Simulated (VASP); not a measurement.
Data:

```
CELL_PARAMETERS angstrom
      0.00000     1.96428     1.96428
      1.96428     0.00000     1.96428
      1.96428     1.96428     0.00000
ATOMIC_POSITIONS crystal
  Pt 0.00000 0.00000 0.00000
```

Method: vdW-DF-cx, VASP's PBE PAW potentials (set 64) (plane waves; VASP). Settings: 520 eV cut-off, 18×18×18 Γ-centred mesh, tetrahedra with Blöchl corrections, potentials Pt.

Unless said otherwise, spin-orbit coupling is left out, though it shifts the bands of the heavy elements here.

### Question
Estimate the energy per atom (σ→0), band gap (on the k-mesh) with the smallest direct gap where there is one.

### Answer

```yaml
band gap (on the k-mesh): none (metal, semimetal or under 0.01 eV)
energy per atom (σ→0): -4.022 eV/atom
```

The compound is Pt in the fcc structure. It was relaxed first.
